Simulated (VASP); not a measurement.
A VASP calculation is set up with these files.

File KPOINTS:
```
Automatic mesh
0
G
  13 13 13
0 0 0
```

**POSCAR**
```
CoGa
1.0
  2.8095444449   0.0000000000   0.0000000000
  0.0000000000   2.8095444449   0.0000000000
  0.0000000000   0.0000000000   2.8095444449
Ga Co
1 1
Cartesian
  1.4047722225   1.4047722225   1.4047722225
  0.0000000000   0.0000000000   0.0000000000
```

### INCAR
```
ALGO=Normal
EDIFF=1E-6
EDIFFG=-0.02
ENCUT=500
IBRION=2
ISIF=3
ISMEAR=1
LASPH=.True.
LCHARG=.False.
LMAXMIX=4
LREAL=.False.
LWAVE=.False.
NELM=100
NSW=40
PREC=Accurate
SIGMA=0.1
SYSTEM=CoGa
```

POTCAR, in this order: Ga_d Co (LDA.64 set). Program: vasp_std.

Problem. Translate this LDA calculation to Quantum ESPRESSO's pw.x.

Solution. One equivalent input (not run):
```
&CONTROL
  calculation = 'vc-relax'
  pseudo_dir = './pseudo'
  outdir = './out'
  tprnfor = .true.
  tstress = .true.
  nstep = 40
  forc_conv_thr = 0.00078
/
&SYSTEM
  ibrav = 0
  nat = 2
  ntyp = 2
  ecutwfc = 96
  occupations = 'smearing'
  smearing = 'methfessel-paxton'
  degauss = 0.00735
  input_dft = 'pz'
/
&ELECTRONS
  conv_thr = 7.3e-08
  electron_maxstep = 100
/
&IONS
/
&CELL
/
ATOMIC_SPECIES
  Ga 69.723 Ga.upf
  Co 58.933 Co.upf
CELL_PARAMETERS angstrom
     2.8095444    0.0000000    0.0000000
     0.0000000    2.8095444    0.0000000
     0.0000000    0.0000000    2.8095444
ATOMIC_POSITIONS crystal
  Ga   0.5000000  0.5000000  0.5000000
  Co   0.0000000  0.0000000  0.0000000
K_POINTS automatic
  13 13 13 0 0 0
```
What does not carry over: the potentials are each code's own (VASP's PAW set, PseudoDojo norm-conserving files in pw.x), so ENCUT and ecutwfc are chosen apart and not converted; conv_thr bounds pw.x's estimated SCF error, while EDIFF bounds the energy change between steps; forc_conv_thr acts on force components and is met together with etot_conv_thr.

The compound is CoGa in the CsCl type structure. This run relaxes it. Symmetry was kept, so distortions that lower it aren't found.
